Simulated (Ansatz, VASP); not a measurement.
Two plane-wave programs on K3Be5

```
K Be
1.0
    -3.62226    3.62226    3.62226
     3.62226   -3.62226    3.62226
     3.62226    3.62226   -3.62226
K Be
3 5
Cartesian
  3.6223 0.0000 0.0000
  0.0000 0.0000 3.6223
  0.0000 3.6223 0.0000
  0.0000 0.0000 0.0000
  1.8111 1.8111 -1.8111
  1.8111 -1.8111 1.8111
  -1.8111 1.8111 1.8111
  1.8111 1.8111 1.8111
```

Change from the starting cell: species swapped into the Fe5Co3 type (Im-3m, No. 229).

Alike in both runs: functional PBE; k mesh 4 × 4 × 4; occupations gaussian, width 0.1 eV; no spin polarisation.

Ansatz relaxed the structure, and its values are those at the end. VASP's run is a single point on that final structure, the one shown.

```csv
,VASP,Ansatz
version,VASP 6.6.1,Ansatz 0.2.0
potentials or method,"VASP PAW PBE potentials, release 64 (K_sv, Be)","scalar-relativistic, plane waves, PAW"
plane-wave cutoff (eV),520,420
valence electrons in the cell,37,37
```

|  | VASP | Ansatz | Ansatz less VASP |
| --- | --- | --- | --- |
| gap on the k mesh at the Fermi level (eV) | none | none | - |
| pressure (GPa) | 0.3 | 0.2 | -0.04 |

A gap of «none» marks a metal or a gap that the smearing closes.
